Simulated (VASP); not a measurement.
An input for Quantum ESPRESSO's pw.x (written as the equivalent of a VASP run, and not itself run):

```
&CONTROL
  calculation = 'vc-relax'
  pseudo_dir = './pseudo'
  outdir = './out'
  tprnfor = .true.
  tstress = .true.
  nstep = 60
  forc_conv_thr = 0.00078
/
&SYSTEM
  ibrav = 0
  nat = 3
  ntyp = 2
  ecutwfc = 84
  occupations = 'smearing'
  smearing = 'methfessel-paxton'
  degauss = 0.00735
  input_dft = 'pbesol'
/
&ELECTRONS
  conv_thr = 7.3e-08
  electron_maxstep = 100
/
&IONS
/
&CELL
/
ATOMIC_SPECIES
  Ir 192.217 Ir.upf
  O 15.999 O.upf
CELL_PARAMETERS angstrom
     1.4657448    0.8462486    4.6296592
    -1.4657448    0.8462486    4.6296592
     0.0000000   -1.6924961    4.6296592
ATOMIC_POSITIONS crystal
  Ir   0.0035694  0.0035694  0.0035694
  O    0.7521337  0.7521337  0.7521337
  O    0.5775970  0.5775970  0.5775970
K_POINTS automatic
  11 11 11 0 0 0
```

Problem. Translate this input to VASP (INCAR, KPOINTS, POSCAR, choice of POTCAR).

Solution. This is not unique; one that fits is 
**POSCAR**
```
IrO2
1
    1.4657447559     0.8462485583     4.6296591964
   -1.4657447559     0.8462485583     4.6296591964
    0.0000000000    -1.6924961171     4.6296592135
Ir O
1 2
Direct
  0.0035693558   0.0035693558   0.0035693558
  0.7521336914   0.7521336914   0.7521336910
  0.5775969527   0.5775969527   0.5775969531
```

File KPOINTS:
```
Automatic mesh
0
Gamma
11 11 11
0 0 0
```

### INCAR
```
ALGO = Normal
EDIFF = 1E-6
EDIFFG = -0.02
ENCUT = 520
GGA = PS
IBRION = 2
ISIF = 3
ISMEAR = 1
LASPH = T
LCHARG = F
LMAXMIX = 6
LREAL = F
LWAVE = F
NELM = 100
NSW = 60
PREC = Accurate
SIGMA = 0.1
SYSTEM = IrO2
```

POTCAR, in this order: Ir O (PBE.64 set). Program: vasp_std.

Limits of the translation: the potentials are each code's own (VASP's PAW set, PseudoDojo norm-conserving files in pw.x), so ENCUT and ecutwfc are chosen apart and not converted; conv_thr bounds pw.x's estimated SCF error, while EDIFF bounds the energy change between steps; forc_conv_thr acts on force components and is met together with etot_conv_thr.

The structure was generated: IrO2 was put into the 3R-MoS2 type (R3m), which need not be its known phase. This run relaxes it. Symmetry was kept, so distortions that lower it aren't found. The start is the result of an earlier pass.
